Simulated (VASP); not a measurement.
Data:

```yaml
crystal:
  lattice:
    - [5.53110, -0.00057, -0.00057]
    - [-0.00057, 5.53110, -0.00057]
    - [-0.00057, -0.00057, 5.53110]
  atoms:
    - { symbol: Si, position: [0.99698, 0.00288, 0.00288] }
    - { symbol: Si, position: [0.25302, 0.24712, 0.24712] }
    - { symbol: Si, position: [0.50288, 0.49698, 0.00288] }
    - { symbol: Si, position: [0.74712, 0.75302, 0.24712] }
    - { symbol: Si, position: [0.50288, 0.00288, 0.49698] }
    - { symbol: Si, position: [0.74712, 0.24712, 0.75302] }
    - { symbol: Ge, position: [0.99678, 0.49678, 0.49678] }
    - { symbol: Ge, position: [0.25322, 0.75322, 0.75322] }
```

Computed with PBE GGA, VASP's PBE PAW potentials (set 64) (plane waves; VASP). Run with 400 eV cut-off, 4×4×4 Γ-centred mesh, Gaussian smearing of 0.050 eV, potentials Si Ge_d.

Problem. Estimate the energy per atom (σ→0), band gap (on the k-mesh) with the smallest direct gap where there is one.

Solution. 
- band gap (on the k-mesh): 0.43 eV
- smallest direct gap (on the k-mesh): 0.43 eV
- energy per atom (σ→0): -5.183 eV/atom

Total energies compare only between runs with the same potentials, cut-off and functional.

The structure was generated: Ge2Si6 was put into an ordered model structure (R-3m), which need not be its known phase. It was relaxed first.
